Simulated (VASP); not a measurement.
These are r2SCAN meta-GGA, VASP's PBE PAW potentials (set 64) (plane waves; VASP) values and carry that method's errors.

The input files of a VASP run:

File POSCAR:
```
Ni3Al
1
    3.5203344753     0.0000000000     0.0000000000
   -0.0000000000     3.5203344753     0.0000000000
   -0.0000000000    -0.0000000000     3.5203344753
Al Ni
1 3
Direct
  0.0000000000   0.0000000000   0.0000000000
  0.0000000000   0.5000000000   0.5000000000
  0.5000000000   0.0000000000   0.5000000000
  0.5000000000   0.5000000000   0.0000000000
```

KPOINTS:
```
Automatic mesh
0
Gamma
8 8 8
0 0 0
```

### INCAR
```
# general
SYSTEM  = Ni3Al
PREC    = Accurate
ENCUT   = 480   # plane-wave cut-off (eV)
LREAL   = .False.
LASPH   = .True.   # aspherical one-centre terms

# electronic loop
EDIFF   = 1E-6   # SCF stop (eV)
NELM    = 100
ALGO    = Normal
LMAXMIX = 4   # l cut-off of mixed one-centre charges
LMIXTAU = .True.

# smearing
ISMEAR  = 1
SIGMA   = 0.1   # width (eV)

# functional
METAGGA = R2SCAN

# spin
ISPIN   = 2   # spin-polarised
MAGMOM  = 0.0 3*0.5

# ions
IBRION  = 2   # conjugate gradients
NSW     = 60   # most ionic steps
ISIF    = 3
EDIFFG  = -0.02   # ionic stop

# output
LWAVE   = .False.
LCHARG  = .False.
LORBIT  = 10
```

POTCAR, in this order: Al Ni (PBE.64 set). Program: vasp_std.

The resulting files:

### OSZICAR
```
       N       E                     dE             d eps       ncg     rms          rms(c)
DAV:   1     0.165542830002E+03    0.16554E+03   -0.14322E+04  2948   0.196E+03
DAV:   2    -0.423042593244E+02   -0.20785E+03   -0.19924E+03  2940   0.359E+02
DAV:   3    -0.522241769385E+02   -0.99199E+01   -0.93598E+01  3130   0.109E+02
DAV:   4    -0.523822196043E+02   -0.15804E+00   -0.15765E+00  3382   0.124E+01
DAV:   5    -0.523879576175E+02   -0.57380E-02   -0.57374E-02  3650   0.220E+00    0.205E+01
DAV:   6    -0.499183941278E+02    0.24696E+01   -0.76848E+01  3152   0.152E+02    0.228E+01
DAV:   7    -0.442712776124E+02    0.56471E+01   -0.20068E+01  3274   0.768E+01    0.285E+00
DAV:   8    -0.443307472355E+02   -0.59470E-01   -0.71115E-01  3303   0.102E+01    0.260E+00
DAV:   9    -0.442921772883E+02    0.38570E-01   -0.17880E-01  3211   0.664E+00    0.987E-01
DAV:  10    -0.442984871031E+02   -0.63098E-02   -0.18721E-02  3877   0.171E+00    0.469E-01
DAV:  11    -0.442989207573E+02   -0.43365E-03   -0.33080E-03  3359   0.985E-01    0.247E-01
DAV:  12    -0.442989547433E+02   -0.33986E-04   -0.79403E-04  3508   0.452E-01    0.695E-02
DAV:  13    -0.442989613634E+02   -0.66200E-05   -0.90021E-05  3864   0.144E-01    0.362E-02
DAV:  14    -0.442989692332E+02   -0.78699E-05   -0.15840E-05  3539   0.559E-02    0.134E-02
DAV:  15    -0.442989694039E+02   -0.17066E-06   -0.44988E-06  2890   0.246E-02
   1 F= -.44298969E+02 E0= -.44299167E+02  d E =-.442990E+02  mag=     0.8360
       N       E                     dE             d eps       ncg     rms          rms(c)
DAV:   1    -0.443619046644E+02   -0.62935E-01   -0.64308E-01  2970   0.131E+01    0.227E+00
DAV:   2    -0.443610502309E+02    0.85443E-03   -0.81430E-01  3313   0.153E+01    0.205E+00
DAV:   3    -0.443001783049E+02    0.60872E-01   -0.23720E-01  3220   0.859E+00    0.314E-01
DAV:   4    -0.442992565177E+02    0.92179E-03   -0.46100E-03  3013   0.626E-01    0.173E-01
DAV:   5    -0.442991122087E+02    0.14431E-03   -0.20855E-04  3807   0.163E-01    0.486E-02
DAV:   6    -0.442991182487E+02   -0.60399E-05   -0.54570E-05  3492   0.101E-01    0.206E-02
DAV:   7    -0.442991311794E+02   -0.12931E-04   -0.16020E-05  3015   0.552E-02    0.107E-02
DAV:   8    -0.442991369332E+02   -0.57537E-05   -0.22348E-06  2263   0.171E-02    0.264E-03
DAV:   9    -0.442991374961E+02   -0.56296E-06   -0.22961E-07  1545   0.539E-03
   2 F= -.44299137E+02 E0= -.44299318E+02  d E =-.168092E-03  mag=     0.8399
       N       E                     dE             d eps       ncg     rms          rms(c)
DAV:   1    -0.443130443573E+02   -0.13907E-01   -0.13506E-01  2960   0.596E+00    0.105E+00
DAV:   2    -0.443128623645E+02    0.18199E-03   -0.17198E-01  3282   0.711E+00    0.946E-01
DAV:   3    -0.442999090489E+02    0.12953E-01   -0.49669E-02  3211   0.395E+00    0.135E-01
DAV:   4    -0.442997228505E+02    0.18620E-03   -0.10678E-03  3048   0.298E-01    0.878E-02
DAV:   5    -0.442996956621E+02    0.27188E-04   -0.40465E-05  3819   0.800E-02    0.285E-02
DAV:   6    -0.442996910448E+02    0.46173E-05   -0.20714E-05  3481   0.663E-02    0.935E-03
DAV:   7    -0.442996893663E+02    0.16785E-05   -0.28024E-06  2471   0.224E-02    0.541E-03
DAV:   8    -0.442996876947E+02    0.16715E-05   -0.58201E-07  1500   0.120E-02    0.197E-03
DAV:   9    -0.442996872116E+02    0.48312E-06   -0.12158E-07  1495   0.378E-03
   3 F= -.44299687E+02 E0= -.44299875E+02  d E =-.717808E-03  mag=     0.8381
```

**OUTCAR**
```
------------------------ aborting loop because EDIFF is reached ----------------------------------------
  FORCE on cell =-STRESS in cart. coord.  units (eV):
  Direction    XX          YY          ZZ          XY          YZ          ZX
  --------------------------------------------------------------------------------------
  Total        0.0014809      0.0014809      0.0014809     -0.0000000     -0.0000000     -0.0000000
  in kB        0.0541050      0.0541050      0.0541050     -0.0000000     -0.0000000     -0.0000000
  external PRESSURE =       0.0541050 kB  Pullay stress =       0.0000000 kB
  volume of cell :       43.85
      direct lattice vectors                 reciprocal lattice vectors
     3.526414813 -0.000000000 -0.000000000     0.283574126  0.000000000 -0.000000000
    -0.000000000  3.526414813 -0.000000000     0.000000000  0.283574126 -0.000000000
     0.000000000  0.000000000  3.526414813     0.000000000  0.000000000  0.283574126
 POSITION                                       TOTAL-FORCE (eV/Angst)
 -----------------------------------------------------------------------------------
      0.00000      0.00000      0.00000         0.000000     -0.000000      0.000000
     -0.00000      1.76321      1.76321        -0.000000      0.000000      0.000000
      1.76321     -0.00000      1.76321         0.000000      0.000000      0.000000
      1.76321      1.76321     -0.00000         0.000000     -0.000000      0.000000
 -----------------------------------------------------------------------------------
    total drift:                                0.000000      0.000000      0.000000
  FREE ENERGIE OF THE ION-ELECTRON SYSTEM (eV)
  ---------------------------------------------------
  free  energy   TOTEN  =       -44.2996872116 eV

  energy  without entropy=      -44.3002518002  energy(sigma->0) =      -44.29987541

 total charge

# of ion       s       p       d       tot
------------------------------------------
    1        0.412   0.415   0.000   0.827
    2        0.520   0.571   8.390   9.481
    3        0.520   0.571   8.390   9.481
    4        0.520   0.571   8.390   9.481
--------------------------------------------------
tot          1.972   2.128  25.171  29.271

 magnetization (x)

# of ion       s       p       d       tot
------------------------------------------
    1       -0.003  -0.016   0.000  -0.019
    2       -0.008  -0.029   0.354   0.318
    3       -0.008  -0.029   0.354   0.318
    4       -0.008  -0.029   0.354   0.318
--------------------------------------------------
tot         -0.026  -0.102   1.062   0.935

 reached required accuracy - stopping structural energy minimisation
```
(Selected blocks of OUTCAR.)

### CONTCAR
```
Ni3Al
   1.00000000000000
     3.5264148128967436   -0.0000000000000000   -0.0000000000000000
    -0.0000000000000000    3.5264148128967436   -0.0000000000000000
     0.0000000000000000    0.0000000000000000    3.5264148128967436
  Al              Ni
     1     3
Direct
     0.0000000000000000    0.0000000000000000    0.0000000000000000
     0.0000000000000000    0.5000000000000000    0.5000000000000000
     0.5000000000000000    0.0000000000000000    0.5000000000000000
     0.5000000000000000    0.5000000000000000    0.0000000000000000
```

File OUTCAR:
```
 val. band max:        9.7722873268   @ k =   0.5000   0.2500   0.0000

 cond. band min:       9.8040189721   @ k =   0.3750   0.2500   0.0000


 Fermi energy:         9.8035945544

 spin component 1

 k-point     1 :       0.0000    0.0000    0.0000
  band No.  band energies     occupation
      1      -0.8631      1.00000
      2       5.0101      1.00000
      3       5.6954      1.00000
      4       5.6954      1.00000
      5       6.0251      1.00000
      6       6.0251      1.00000
      7       6.0251      1.00000
      8       8.0857      1.00000
      9       8.0857      1.00000
     10       8.0857      1.00000
     11       8.9364      1.00000
     12       8.9364      1.00000
     13       9.2717      1.00000
     14       9.3853      1.00000
     15       9.3853      1.00000
     16       9.3853      1.00000
     17      10.6729     -0.00000
     18      10.6729     -0.00000
     19      10.6729     -0.00000
     20      16.5935      0.00000
     21      16.5935      0.00000

 k-point     2 :       0.1250    0.0000    0.0000
  band No.  band energies     occupation
      1      -0.6597      1.00000
      2       5.0683      1.00000
      3       5.5822      1.00000
      4       5.8214      1.00000
      5       6.0610      1.00000
      6       6.0610      1.00000
      7       6.0709      1.00000
      8       7.9814      1.00000
      9       7.9814      1.00000
     10       8.0359      1.00000
     11       8.8245      1.00000
     12       8.9381      1.00000
     13       9.0363      1.00000
     14       9.0363      1.00000
     15       9.2005      1.00000
     16       9.3855      1.00000
     17       9.8990     -0.01969
     18      11.2773     -0.00000
     19      11.2773     -0.00000
     20      16.5714      0.00000
     21      17.1387      0.00000

 k-point     3 :       0.2500    0.0000    0.0000
  band No.  band energies     occupation
      1      -0.0607      1.00000
...
```

The compound is Ni3Al in the L1_2 structure. This run relaxes it. Symmetry was kept, so distortions that lower it aren't found. The start is the result of an earlier pass.
